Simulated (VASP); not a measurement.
A cell of GaN (wurtzite) near equilibrium:

```xyz
4
Lattice="1.6096 -2.7879 0.0000 1.6096 2.7879 0.0000 0.0000 0.0000 5.2415" Properties=species:S:1:pos:R:3 pbc="T T T"
Ga     1.6096    -0.9293     2.6210
Ga     1.6096     0.9293     0.0003
N      1.6096    -0.9293     4.5965
N      1.6096     0.9293     1.9758
```

These are PBE GGA, VASP's PBE PAW potentials (set 64) (plane waves; VASP) values and carry that method's errors.

| run | ΔE (meV/atom) | σxx | σyy | σzz | largest shear component, with its sign (GPa) |
|---|---|---|---|---|---|
| as it is | 0.0 | -0.15 | -0.15 | 0.01 | 0.00 |
| after one change | 105.1 | 27.29 | 27.29 | 27.28 | 0.00 |
Stress is in GPa, positive when the cell is compressed.

Problem. Which change was made?
A) biaxial strain of +3.0 % in the xz plane with the ions relaxed
B) isotropic strain of -4.0 %
C) uniaxial strain of -1.0 % along y
D) biaxial strain of +2.0 % in the xy plane

Solution. B, isotropic strain of -4.0 %

The compound is GaN in the wurtzite structure.
